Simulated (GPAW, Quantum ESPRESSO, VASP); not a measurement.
# Code comparison for CsCdCl₃ (Pm-3m, 5 atoms in the cell)

Self-consistent single point.

```
CsCdCl3
1.0
    5.32020     0.00000     0.00000
    0.00000     5.32020     0.00000
    0.00000     0.00000     5.32020
Cs Cd Cl
1 1 3
Direct
  0.00000   0.00000   0.00000
  0.50000   0.50000   0.50000
  0.00000   0.50000   0.50000
  0.50000   0.00000   0.50000
  0.50000   0.50000   0.00000
```

All programs got the same cell, k-point mesh and kind of occupations (some realise fixed ones as a very narrow smearing) (in Quantum ESPRESSO's words: occupations = fixed; K_POINTS = automatic 5 5 5 0 0 0); potentials, basis and cutoffs are each program's usual ones.

| code | model | pressure (GPa) | gap on the mesh (eV) | cutoff |
|---|---|---|---|---|
| Quantum ESPRESSO | LDA (PZ), GBRV 1.5 ultrasoft (LDA) pseudopotentials | -3.76 | 1.477 | 40 Ry |
| VASP | LDA (PZ), VASP's LDA PAW potentials (set 64) | -3.83 | 1.525 | 300 eV |
| GPAW | LDA (Perdew-Wang 92), GPAW PAW datasets LDA (gpaw-data 1.0.1) | -3.88 | 1.497 | 600 eV |

Gaps are read on the mesh.

The spread over the programs that give each value: pressure within 0.12 GPa; gap on the mesh within 0.048 eV.

The starting cell comes from a database of computed structures (which also holds hypothetical and non-ambient phases and stackings), without a prior relaxation at this level. Its lattice was rescaled by a random factor within 2.5 % of one. On Quantum ESPRESSO's run: In the base run, with a pressure of about -4 GPa the cell is away from its equilibrium volume at this level.

### Question
Why do the programs differ, and what cannot be compared?

### Answer
Differences of this kind can come from the potentials, where these differ, and from what each basis and cutoff leave unconverged. The zero of total energies and Fermi levels follows the potentials and each program's conventions, so they are not compared here.

VASP's run is marked for a possible Pulay error in its stress at this cutoff; no cutoff test was made.

VASP ran the fixed occupations as a Gaussian smearing of 0.01 eV.

Left out of this page: Ansatz, CP2K, Elk and SIESTA (not drawn, or without a comparable value); ABINIT and FLEUR (with a known weakness of the program).
